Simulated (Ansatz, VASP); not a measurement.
# Sn2SeO in two plane-wave programs, part 2 of 2

Wanted: the spread between two codes on one cell, functional and k mesh. The cell is generated by rule, not measured, and may not be a known phase. The cell is taken from a series of runs on this material, whose earlier steps may have relaxed, scaled, displaced or heated it; both programs get it as it stands.

VASP 6.6.1 and Ansatz 0.2.0.

So far. Step 5 (Ansatz: single point, PBEsol, pair 2): The run ends at a pressure of 0.02 GPa, with forces up to 0.13 eV/Å. Step 6 (VASP: single point, PBEsol, pair 2): The run ends at a pressure of 0.07 GPa, with forces up to 0.13 eV/Å.

## (7) Side by side

What differs besides the data sets and the points named for the pairs above, as far as they apply: the data sets hold 50 valence electrons in Ansatz (on norm-conserving files, of PseudoDojo where its log says so) and 40 in VASP. Total energies have different zeros and are not compared.

Compared:

```tsv
quantity	Ansatz	VASP	difference
pressure (GPa)	0.02	0.07	-0.05
```

Forces (eV/Å; atoms numbered as in POSCAR):

```tsv
atom	Ansatz x, y, z	VASP x, y, z
Sn1	-0.042, -0.122, -0.001	-0.042, -0.122, 0.027
Sn2	0.122, 0.042, 0.001	0.122, 0.042, -0.027
Se3	-0.043, 0.043, 0.000	-0.043, 0.043, 0.000
O4	-0.037, 0.037, 0.000	-0.038, 0.038, 0.000
```

The forces differ by 12 meV/Å r.m.s., which is 19.7 % of the r.m.s. force of 0.059 eV/Å (both taken over all components).

## (8) Ansatz: single point, PBEsol, pair 3

With cell and atoms fixed, the geometry can't cause a difference; cores, projectors, grids and the points listed under the comparison can.

The cell is taken from a series of runs on this material, whose earlier steps may have relaxed, scaled, displaced or heated it; both programs get it as it stands.

input.yaml

```yaml
crystal:
  lattice:
    - [4.4371263411, 0.0, 0.0]
    - [0.0, 4.4371263411, 0.0]
    - [0.0, 0.0, 4.5707359328]
  atoms:
    - { symbol: Sn, position: [0.4922823637, -0.0224186529, 0.2931417127] }
    - { symbol: Sn, position: [0.0224186529, 0.5077176363, 0.7068582873] }
    - { symbol: Se, position: [-0.0117673345, 0.0117673345, 0.0] }
    - { symbol: O, position: [0.4490043437, 0.5509956563, 0.0] }
kpoints:
  mp_grid: { grid: [12, 12, 12] }
hamiltonian:
  xc: pbesol
  pseudopotentials: { kind: nc, accuracy: standard }
scf:
  occupations: { method: methfessel_paxton, width: 0.2 }
output:
  forces: true
  stress: true
  eigenvalues: true
```

Launch:

```bash
> ansatz run input.yaml --threads 8 --pin off --max-ram 14336MiB --backend cpu --events-out ev --progress --plain --runs-dir out
```

Numbers of over 12 decimals in the logs are rounded to 6 here.

The log of the run:

```text
[...]
Crystal: 4 atoms, lattice volume = 89.989 Å³
Basis set: ecut = 1170.089609 eV, 8201 PW (Γ), exchange–correlation on 100×100×108 points (8 copies of the dense FFT grid, shifted against one another)
Bands: 30, of which v1, the nominal top of the filled ones, is band 25 counted from 1 (24 counted from 0)
Symmetry: 2 space group operations
[...]
k-point 0: bands = [... 21 lower, 6.9858, 7.5933, 7.7613, 8.2230, 10.7271, 12.3304, 12.6002, 13.4348, ... 1 higher]
  k-point 1: bands = [... 21 lower, 6.9613, 7.6140, 7.7613, 8.2412, 10.6623, 12.0059, 12.3128, 13.0129, ... 1 higher]
  k-point 2: bands = [... 21 lower, 6.8918, 7.6536, 7.7637, 8.3144, 10.4398, 11.4234, 11.7868, 12.5634, ... 1 higher]
  k-point 475: bands = [... 21 lower, 5.8430, 6.0984, 8.4038, 8.4876, 11.1246, 12.3154, 14.0152, 14.9696, ... 1 higher]
[key lines of the parts left out:]
SCF converged after 10 iterations
Free energy (F): -8024.282907 eV
Fermi energy:    8.984111 eV
P = ⅓ Tr σ = 1.2779 GPa (12.779 kbar)
```

The run ends at a pressure of 1.28 GPa, with forces up to 0.84 eV/Å.

## (9) VASP: single point, PBEsol, pair 3

The same cell, functional, mesh and smearing now go to VASP, with its own data sets.

INCAR

```
SYSTEM = Sn2SeO
PREC = Accurate
ENCUT = 600
EDIFF = 1E-06
NELM = 120
ISMEAR = 1
SIGMA = 0.2
LREAL = .FALSE.
ALGO = Normal
GGA = PS
NBANDS = 26
LORBIT = 11
LWAVE = .FALSE.
LCHARG = .FALSE.
ISIF = 2
LASPH = .TRUE.
GGA_COMPAT = .FALSE.
KPAR = 2
```

POSCAR

```
Sn2SeO
1.0
    4.4371263411      0.0000000000      0.0000000000
    0.0000000000      4.4371263411      0.0000000000
    0.0000000000      0.0000000000      4.5707359328
Sn Se O
2 1 1
Direct
    0.4922823637      0.9775813471      0.2931417127
    0.0224186529      0.5077176363      0.7068582873
    0.9882326655      0.0117673345      0.0000000000
    0.4490043437      0.5509956563      0.0000000000
```

KPOINTS

```
Automatic mesh
0
Gamma
12 12 12
0 0 0
```

PAW data sets: Sn_d, Se and O (PBE family, release 64).

Launch:

```bash
> mpirun -np 2 vasp_std
```

The log of the run:

```text
[... set-up lines as in an earlier step ...]
 entering main loop
       N       E                     dE             d eps       ncg     rms          rms(c)
DAV:   1     0.397380862652E+03    0.39738E+03   -0.21839E+04 25022   0.233E+03
DAV:   2     0.391507212546E+02   -0.35823E+03   -0.35029E+03 25248   0.544E+02
DAV:   3    -0.187134665833E+02   -0.57864E+02   -0.56738E+02 30454   0.182E+02
DAV:   4    -0.215303017854E+02   -0.28168E+01   -0.28012E+01 28256   0.424E+01
[...]
DAV:  13    -0.190965383782E+02    0.12475E-04   -0.76426E-05 31192   0.485E-02    0.683E-03
DAV:  14    -0.190965384292E+02   -0.50995E-07   -0.19703E-05 26392   0.311E-02    0.580E-03
DAV:  15    -0.190965380654E+02    0.36375E-06   -0.30678E-06 16214   0.116E-02
   1 F= -.19096538E+02 E0= -.19097106E+02  d E =0.170276E-02
```

Parts of OUTCAR (step 9):

```text
  Total        1.0795608      1.0795608      0.0994044     -0.6706747     -1.4447577     -1.4447589
  in kB       19.2206452     19.2206452      1.7698087    -11.9407831    -25.7226607    -25.7226817
  external PRESSURE =      13.4036997 kB  Pullay stress =       0.0000000 kB

 POSITION                                       TOTAL-FORCE (eV/Angst)
 -----------------------------------------------------------------------------------
      2.18432      4.33765      1.33987        -0.326818     -0.768333      0.017034
      0.09947      2.25281      3.23086         0.768333      0.326818     -0.017034
      4.38491      0.05221      0.00000        -0.369263      0.369263      0.000000
      1.99229      2.44484      0.00000        -0.072252      0.072252      0.000000
 -----------------------------------------------------------------------------------
    total drift:                                0.000216     -0.000216      0.000000

  FREE ENERGIE OF THE ION-ELECTRON SYSTEM (eV)
  ---------------------------------------------------
  free  energy   TOTEN  =       -19.0965380654 eV

  energy  without entropy=      -19.0982408292  energy(sigma->0) =      -19.09710565

[... 2 parts as in an earlier step ...]

[... 1 further part left out ...]
[key lines of the parts left out:]
E-fermi :   5.4514
```

The run ends at a pressure of 1.34 GPa, with forces up to 0.84 eV/Å.

## (10) Side by side

What differs besides the data sets and the points named for the pairs above, as far as they apply: the data sets hold 50 valence electrons in Ansatz (on norm-conserving files, of PseudoDojo where its log says so) and 40 in VASP. Total energies have different zeros and are not compared.

Compared:

```tsv
quantity	Ansatz	VASP	difference
pressure (GPa)	1.28	1.34	-0.06
```

Forces (eV/Å; atoms numbered as in POSCAR):

```tsv
atom	Ansatz x, y, z	VASP x, y, z
Sn1	-0.328, -0.772, -0.014	-0.327, -0.768, 0.017
Sn2	0.772, 0.328, 0.014	0.768, 0.327, -0.017
Se3	-0.370, 0.370, 0.000	-0.369, 0.369, 0.000
O4	-0.073, 0.073, 0.000	-0.072, 0.072, 0.000
```

The forces differ by 13 meV/Å r.m.s., which is 3.4 % of the r.m.s. force of 0.374 eV/Å (both taken over all components).

## (11) What the set-up changes

Further runs change the set-up of one program: Ansatz's method, potentials or start, or VASP's data sets, cutoff or form of LDA. The table gives Ansatz less VASP for each quantity, since a change that brings one quantity closer may part another.

```tsv
run	r.m.s. force difference (meV/Å)	pressure (GPa)
as above	13	-0.062
VASP with the data sets Sn_sv_GW, Se and O	7.0	0.46
```

## (12) Results

| Item | Value |
| --- | --- |
| r.m.s. force difference (single point, PBEsol, pair 1) | 1.4 % of the r.m.s. force |
| r.m.s. force difference (single point, PBEsol, pair 2) | 12 meV/Å |
| r.m.s. force difference (single point, PBEsol, pair 3) | 3.4 % of the r.m.s. force |

What this shows: The r.m.s. force difference is 3.4 % of the r.m.s. force (single point, PBEsol, pair 3), beyond the 3 % picked in this series as the mark of a large difference. The data sets hold unlike numbers of valence electrons (50 in Ansatz and 40 in VASP), so part of the differences comes from the potentials. Single point, PBEsol, pair 3, VASP with the data sets Sn_sv_GW, Se and O: r.m.s. force difference goes from 13 to 7.0 meV/Å; the difference in pressure goes from -0.062 to 0.46 GPa. 4 further runs of this series are not shown here. Such differences can come from data sets, numerical settings and the points named under the comparisons, not from the functional's error against experiment.

[Lines on the potential files, build, host, timing and source positions are cut from VASP's logs without a mark.]

[Logs are printed without paths, hosts, clocks, repeated set-up lines and the standing remarks that a program may print on its own settings, such as how far it seeks lower states.]

[Hosts, paths, dates, database ids (printed as entryN), source tags and the programs' standing remarks are cut or masked in the printed files.]
